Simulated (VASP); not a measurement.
VASP input:

KPOINTS:
```
Automatic mesh
0
Gamma
4 4 4
0 0 0
```

POSCAR:
```
Cd4S2Se2
1
    5.9491627995     0.0000000000     0.0000000000
    0.0000000000     5.9491627995     0.0000000000
    0.0000000000     0.0000000000     5.9461389891
Cd Se S
4 2 2
Direct
  0.0000000000   0.0000000000   0.9879979552
  0.5000000000   0.5000000000   0.9879979552
  0.5000000000   0.0000000000   0.5120020448
  0.0000000000   0.5000000000   0.5120020448
  0.2500000000   0.2500000000   0.2500000000
  0.7500000000   0.7500000000   0.2500000000
  0.7500000000   0.2500000000   0.7500000000
  0.2500000000   0.7500000000   0.7500000000
```

**INCAR**
```
SYSTEM  =  Cd4S2Se2
PREC  =  Accurate; ENCUT  =  400; LREAL  =  .FALSE.
LASPH  =  .TRUE.
EDIFF  =  1E-6; NELM  =  100; ALGO  =  Normal
LMAXMIX  =  4
ISMEAR  =  0; SIGMA  =  0.05
GGA  =  PS
IBRION  =  2; NSW  =  60; ISIF  =  3
EDIFFG  =  -0.02
LWAVE  =  .FALSE.; LCHARG  =  .FALSE.
```

POTCAR, in this order: Cd Se S (PBE.64 set). Program: vasp_std.

Task: Write an equivalent input for Ansatz.

Result: One equivalent input (not run):
Ansatz 0.2 input:
```yaml
crystal:
  lattice:
    - [5.9491628, 0.0000000, 0.0000000]
    - [0.0000000, 5.9491628, 0.0000000]
    - [0.0000000, 0.0000000, 5.9461390]
  atoms:
    - { symbol: Cd, position: [0.0000000, 0.0000000, 0.9879980] }
    - { symbol: Cd, position: [0.5000000, 0.5000000, 0.9879980] }
    - { symbol: Cd, position: [0.5000000, 0.0000000, 0.5120020] }
    - { symbol: Cd, position: [0.0000000, 0.5000000, 0.5120020] }
    - { symbol: Se, position: [0.2500000, 0.2500000, 0.2500000] }
    - { symbol: Se, position: [0.7500000, 0.7500000, 0.2500000] }
    - { symbol: S, position: [0.7500000, 0.2500000, 0.7500000] }
    - { symbol: S, position: [0.2500000, 0.7500000, 0.7500000] }
kpoints:
  mp_grid: { grid: [4, 4, 4] }
hamiltonian:
  xc: pbesol
  pseudopotentials: { kind: paw }
scf:
  occupations: { method: gaussian, width: 0.05 }
  max_iter: 100
relax:
  max_steps: 60
  f_tol: 0.02
  cell: {}
output: { forces: true, stress: true, eigenvalues: true }
```
What does not carry over: each code has its own PAW files, so the cut-off isn't converted (ENCUT is set for VASP's; basis.ecutwfc is left out, and Ansatz then takes the one that its files recommend); Ansatz stops its SCF on the density residual and VASP on the energy change (EDIFF).

The structure was generated: Cd4S2Se2 was put into an ordered model structure (P-4m2), which need not be its known phase. It was relaxed first. The start is the result of an earlier pass.
